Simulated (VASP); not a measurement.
# SiO2 (Stishovite) with LDA: from relaxation to properties, part 3 of 4

What structure does SiO2 (Stishovite) take at this level, and what are its properties? The start is a cell from a database of measured crystal structures.

VASP 6.6.1; LDA; plane waves and PAW (Si, O).

So far, gap on the k-mesh (eV): step 2 (relaxing cell and atoms (LDA)) 5.76. The relaxed cell has a = 4.157, c = 2.667 Å (conventional setting).

**5. Density of states (LDA)**

Here the states are counted by energy and projected on the atoms. The mesh is finer than in the run before.

INCAR

```
SYSTEM = SiO2
PREC = Accurate
ENCUT = 520
EDIFF = 1E-06
NELM = 100
ISMEAR = -5
SIGMA = 0.05
LREAL = .FALSE.
ALGO = Normal
GGA = CA
NBANDS = 32
LORBIT = 11
LWAVE = .FALSE.
LCHARG = .FALSE.
KPAR = 4
NEDOS = 2001
```

POSCAR

```
SiO2
1.0
    4.1566980657      0.0000000000      0.0000000000
    0.0000000000      4.1566980657      0.0000000000
    0.0000000000      0.0000000000      2.6665280248
Si O
2 4
Direct
    0.0000000000      0.0000000000      0.0000000000
    0.5000000000      0.5000000000      0.5000000000
    0.3054119457      0.3054119457      0.0000000000
    0.1945880543      0.8054119457      0.5000000000
    0.6945880543      0.6945880543      0.0000000000
    0.8054119457      0.1945880543      0.5000000000
```

KPOINTS

```
Automatic mesh
0
Gamma
7 7 11
0 0 0
```

Potentials, in the order of the species: Si and O (LDA family, release 64).

Command:

```
mpirun -np 4 vasp_std
```

The log of the run:

```text
[... set-up lines as in an earlier step ...]
 entering main loop
       N       E                     dE             d eps       ncg     rms          rms(c)
DAV:   1     0.111342093983E+03    0.11134E+03   -0.16866E+04  3896   0.963E+02
DAV:   2    -0.513766782800E+02   -0.16272E+03   -0.15667E+03  4680   0.244E+02
DAV:   3    -0.568664657155E+02   -0.54898E+01   -0.54666E+01  4712   0.392E+01
DAV:   4    -0.568915029035E+02   -0.25037E-01   -0.25035E-01  4224   0.309E+00
DAV:   5    -0.568916516011E+02   -0.14870E-03   -0.14870E-03  4680   0.223E-01    0.180E+01
DAV:   6    -0.520612788469E+02    0.48304E+01   -0.84341E+00  3960   0.192E+01    0.849E+00
DAV:   7    -0.520076763174E+02    0.53603E-01   -0.51032E-01  4568   0.400E+00    0.308E+00
DAV:   8    -0.519755235170E+02    0.32153E-01   -0.20240E-02  4248   0.106E+00    0.988E-01
DAV:   9    -0.519705707901E+02    0.49527E-02   -0.30190E-03  4592   0.406E-01    0.204E-01
DAV:  10    -0.519705953896E+02   -0.24600E-04   -0.15525E-04  4448   0.709E-02    0.850E-02
DAV:  11    -0.519705958154E+02   -0.42583E-06   -0.88518E-06  4536   0.210E-02
   1 F= -.51970596E+02 E0= -.51970596E+02  d E =0.000000E+00
```

It took 12 s on 4 MPI ranks of Intel Xeon Platinum 8259CL at 2.50GHz (Skylake/Cascade Lake), shared host; peak memory 0.7 GiB.

OUTCAR, selected parts (step 5):

```text
   k-points           NKPTS =     60   k-points in BZ     NKDIM =     60   number of bands    NBANDS=     32

   NELECT =      32.0000    total number of electrons

 E-fermi :   8.2799

 k-point     1 :       0.0000    0.0000    0.0000
  band No.  band energies     occupation
    ...
     12       5.0279      2.00000
     13       5.7015      2.00000
     14       7.3561      2.00000
     15       7.3561      2.00000
     16       8.2629      2.00000
     17      14.0186      0.00000
     18      14.6681      0.00000
     19      16.5793      0.00000
     20      16.5793      0.00000
     21      18.9831      0.00000
    ...

  Total       -0.0137005     -0.0137005      0.0223649      0.0000000      0.0000000      0.0000000
  in kB       -0.4764351     -0.4764351      0.7777400      0.0000000      0.0000000      0.0000000
  external PRESSURE =      -0.0583767 kB  Pullay stress =       0.0000000 kB

 POSITION                                       TOTAL-FORCE (eV/Angst)
 -----------------------------------------------------------------------------------
      0.00000      0.00000      0.00000         0.000000      0.000000      0.000000
      2.07835      2.07835      1.33326         0.000000      0.000000      0.000000
      1.26951      1.26951      0.00000         0.006432      0.006432      0.000000
      0.80884      3.34785      1.33326        -0.006432      0.006432      0.000000
      2.88719      2.88719      0.00000        -0.006432     -0.006432      0.000000
      3.34785      0.80884      1.33326         0.006432     -0.006432      0.000000
 -----------------------------------------------------------------------------------
    total drift:                                0.000000     -0.000000     -0.000000

  FREE ENERGIE OF THE ION-ELECTRON SYSTEM (eV)
  ---------------------------------------------------
  free  energy   TOTEN  =       -51.9705958154 eV

  energy  without entropy=      -51.9705958154  energy(sigma->0) =      -51.97059582

[... 9 parts as in an earlier step ...]

[... 7 further parts left out ...]
```

This step gave:

- irreducible k-points: 60
- free energy (TOTEN): -51.9706 eV
- Fermi energy: 8.280 eV
- pressure: -0.005838 GPa

The density of states has structure finer than the step of the table below, so its rows give means over 1 eV, whole bins alone (the curve runs from -12.0 to 12.4 eV). Peaks (eV: height): total -3.5: 5.27, -2.4: 4.40, -1.7: 4.52, 12.1: 3.67; O p -8.1: 1.34, -3.5: 3.66, -2.4: 3.11, -1.7: 3.34; Si s -10.1: 0.438, 8.1: 1.03; Si p -8.1: 0.360, 10.3: 0.615, 11.4: 0.642, 11.9: 0.668; O s -9.4: 0.0867, -6.0: 0.0823, 8.1: 0.307, 10.3: 0.221.

States under -12.0 eV and over 12.4 eV are left out. Table of density of states by energy, zero at the valence-band top; means over each step; values in states/eV/cell:

```
energy (eV)   total      O p     Si s    Si p     O s
        -11   0.285    0.116   0.0677  0.0104  0.0140
        -10    1.57    0.665    0.338  0.0818  0.0664
         -9    1.33    0.602    0.186   0.107  0.0617
         -8    1.82    0.892   0.0804   0.220  0.0576
         -7    2.07     1.07   0.0675   0.244  0.0535
         -6    2.69     1.49   0.0590   0.289  0.0679
         -5    2.44     1.48   0.0258   0.226  0.0413
         -4    3.50     2.33   0.0189   0.165  0.0343
         -3    2.60     1.82  0.00976  0.0624  0.0191
         -2    3.63     2.64   0.0142  0.0437  0.0174
         -1    1.89     1.45  0.00126  0.0108  0.0111
          0   0.118   0.0945   3.7e-5  3.1e-4  5.5e-4
          1       0        0        0       0       0
          2       0        0        0       0       0
          3       0        0        0       0       0
          4       0        0        0       0       0
          5       0        0        0       0       0
          6  0.0510  0.00422   0.0204  6.2e-4  0.0144
          7   0.607   0.0831    0.210  0.0154  0.0891
          8    2.21    0.414    0.746   0.114   0.231
          9    1.65    0.273    0.303   0.260   0.151
         10    1.66    0.234   0.0990   0.408   0.152
         11    2.46    0.308   0.0553   0.563   0.177
```

The gap on this mesh is 5.76 eV. In the top eV of the valence band the largest shares in the PAW spheres are O p 78 %; in the lowest eV of the conduction band, Si s 38 %, O s 24 % and O p 10 %. The rest lies in smaller channels or between the spheres.

**6. Optical spectrum (LDA)**

LOPTICS sums transitions from filled to empty bands. NBANDS is raised for it.

INCAR

```
SYSTEM = SiO2
PREC = Accurate
ENCUT = 520
EDIFF = 1E-06
NELM = 100
ISMEAR = 0
SIGMA = 0.05
LREAL = .FALSE.
ALGO = Normal
GGA = CA
NBANDS = 64
LORBIT = 11
LWAVE = .FALSE.
LCHARG = .FALSE.
KPAR = 4
LOPTICS = .TRUE.
NEDOS = 1500
CSHIFT = 0.1
```

POSCAR is that of step 5.

KPOINTS is that of step 5.

Command:

```
mpirun -np 4 vasp_std
```

The log of the run:

```text
[... set-up lines as in an earlier step ...]
 entering main loop
       N       E                     dE             d eps       ncg     rms          rms(c)
DAV:   1     0.153665494022E+03    0.15367E+03   -0.13700E+04  7744   0.483E+02
DAV:   2    -0.504354204579E+02   -0.20410E+03   -0.19311E+03  9240   0.171E+02
DAV:   3    -0.568718141359E+02   -0.64364E+01   -0.63677E+01  9136   0.254E+01
DAV:   4    -0.568915929203E+02   -0.19779E-01   -0.19777E-01  8928   0.152E+00
DAV:   5    -0.568916527170E+02   -0.59797E-04   -0.59796E-04  9040   0.812E-02    0.180E+01
DAV:   6    -0.520571037254E+02    0.48345E+01   -0.20602E+00  8536   0.958E+00    0.778E+00
DAV:   7    -0.520101542546E+02    0.46949E-01   -0.48409E-01  9072   0.237E+00    0.333E+00
DAV:   8    -0.519738547309E+02    0.36300E-01   -0.23807E-02  8736   0.647E-01    0.733E-01
DAV:   9    -0.519705856828E+02    0.32690E-02   -0.10538E-03  9056   0.178E-01    0.184E-01
DAV:  10    -0.519705938319E+02   -0.81492E-05   -0.14869E-04  8880   0.463E-02    0.703E-02
DAV:  11    -0.519705959078E+02   -0.20758E-05   -0.45269E-06  9128   0.738E-03    0.190E-02
DAV:  12    -0.519705957097E+02    0.19802E-06   -0.28134E-07  5240   0.268E-03
   1 F= -.51970596E+02 E0= -.51970596E+02  d E =-.173246E-10
 optical routines
 imaginary and real dielectric function
 recalculating local potential from charge density
 direction            1
 direction            2
 direction            3
```

Run time: 24 s. Hardware: 4 MPI ranks; peak memory 1.2 GiB.

OUTCAR, selected parts (step 6):

```text
   k-points           NKPTS =     60   k-points in BZ     NKDIM =     60   number of bands    NBANDS=     64

   NELECT =      32.0000    total number of electrons

 E-fermi :   8.4559

 k-point     1 :       0.0000    0.0000    0.0000
  band No.  band energies     occupation
    ...
     12       5.0279      2.00000
     13       5.7015      2.00000
     14       7.3560      2.00000
     15       7.3560      2.00000
     16       8.2628      2.00000
     17      14.0186      0.00000
     18      14.6682      0.00000
     19      16.5793      0.00000
     20      16.5793      0.00000
     21      18.9831      0.00000
    ...

  Total       -0.0072794     -0.0072794      0.0307478      0.0000000      0.0000000      0.0000000
  in kB       -0.2531402     -0.2531402      1.0692552      0.0000000      0.0000000      0.0000000
  external PRESSURE =       0.1876582 kB  Pullay stress =       0.0000000 kB

 POSITION                                       TOTAL-FORCE (eV/Angst)
 -----------------------------------------------------------------------------------
      0.00000      0.00000      0.00000         0.000000     -0.000000      0.000000
      2.07835      2.07835      1.33326         0.000000     -0.000000      0.000000
      1.26951      1.26951      0.00000         0.005294      0.005294      0.000000
      0.80884      3.34785      1.33326        -0.005294      0.005294      0.000000
      2.88719      2.88719      0.00000        -0.005294     -0.005294      0.000000
      3.34785      0.80884      1.33326         0.005294     -0.005294      0.000000
 -----------------------------------------------------------------------------------
    total drift:                                0.000000     -0.000000     -0.000000

  FREE ENERGIE OF THE ION-ELECTRON SYSTEM (eV)
  ---------------------------------------------------
  free  energy   TOTEN  =       -51.9705957097 eV

  energy  without entropy=      -51.9705957097  energy(sigma->0) =      -51.97059571

 plasma frequency squared (from intraband transitions) (eV^2)
  --------------------------------------------------------------------------------------
       0.000       0.000       0.000
       0.000       0.000       0.000
       0.000       0.000       0.000

[... 8 parts as in an earlier step ...]

[... 8 further parts left out ...]
```

These are independent-particle spectra without excitons or local fields, and fine structure depends on the mesh and on CSHIFT.

This step gave:

| Quantity | Value |
| --- | --- |
| SCF cycles | 12 |
| bands | 64 |
| Fermi energy | 8.456 eV |
| pressure | 0.01877 GPa |

The imaginary dielectric function has structure finer than the step of the table below, so its rows give means over 0.5 eV, whole bins alone (the curve runs from 0 to 25.0 eV). Peaks (eV: height): xx 12.19: 5.82, 13.88: 6.57, 14.55: 6.01, 15.52: 6.34; zz 12.37: 10.4.

Table of imaginary dielectric function by photon energy; means over each step:

```
photon energy (eV)       xx       zz
               0.5  0.00137  0.00146
               1.0  0.00276  0.00295
               1.5  0.00421  0.00448
               2.0  0.00580  0.00612
               2.5  0.00752  0.00792
               3.0  0.00947  0.00990
               3.5   0.0117   0.0121
               4.0   0.0145   0.0147
               4.5   0.0180   0.0177
               5.0   0.0227   0.0214
               5.5   0.0301   0.0261
               6.0   0.0479   0.0322
               6.5    0.147   0.0427
               7.0    0.339   0.0561
               7.5    0.620    0.122
               8.0    0.705    0.262
               8.5    0.914    0.603
               9.0     1.43    0.931
               9.5     2.00     1.71
              10.0     2.44     2.03
              10.5     2.25     2.85
              11.0     2.38     3.39
              11.5     3.16     6.16
              12.0     4.73     8.26
              12.5     5.09     9.52
              13.0     5.11     7.99
              13.5     4.95     5.96
              14.0     5.86     5.56
              14.5     5.39     5.50
              15.0     5.30     5.20
              15.5     6.14     5.11
              16.0     5.66     4.60
              16.5     4.55     4.36
              17.0     4.31     3.98
              17.5     3.94     4.08
              18.0     3.17     3.53
              18.5     2.75     3.08
              19.0     2.43     2.57
              19.5     2.23     2.41
              20.0     2.27     2.00
              20.5     1.90     1.78
              21.0     1.67     1.49
              21.5     1.28     1.23
              22.0     1.33     1.16
              22.5     1.15    0.937
              23.0     1.04    0.842
              23.5     1.16    0.663
              24.0     1.10    0.490
              24.5     1.02    0.507
```

The real dielectric function by photon energy:

```
photon energy (eV)      xx      zz
                 0    3.45    3.67
                 1    3.46    3.68
                 2    3.50    3.73
                 3    3.58    3.81
                 4    3.70    3.93
                 5    3.88    4.10
                 6    4.18    4.37
                 7    4.69    4.78
                 8    4.81    5.52
                 9    5.68    6.44
                10    5.04    6.94
                11    5.47    7.33
                12    6.13    7.10
                13    3.69   0.614
                14    2.14    1.33
                15    2.24   0.786
                16  -0.260   0.101
                17  -0.665  -0.442
                18   -1.28   -1.34
                19  -0.939   -1.52
                20  -0.637   -1.26
                21  -0.893   -1.40
                22  -0.592   -1.08
                23  -0.276  -0.773
                24  -0.334  -0.488
```

The mean of ε2 over directions passes 5 % of its top at 7.34 eV, against a least direct gap of 5.76 eV on this mesh, so the first direct transitions are weak, forbidden or few.

(Continued in part 4 of 4.)

[Lines on the potential files, build, host, timing and source positions are cut from VASP's logs without a mark.]

[Logs are printed without paths, hosts, clocks, repeated set-up lines and the standing remarks that a program may print on its own settings, such as how far it seeks lower states.]

[Hosts, paths, dates, database ids (printed as entryN), source tags and the programs' standing remarks are cut or masked in the printed files.]

[A measured line is paired with the nearest computed mode of its activity, which favours agreement.]
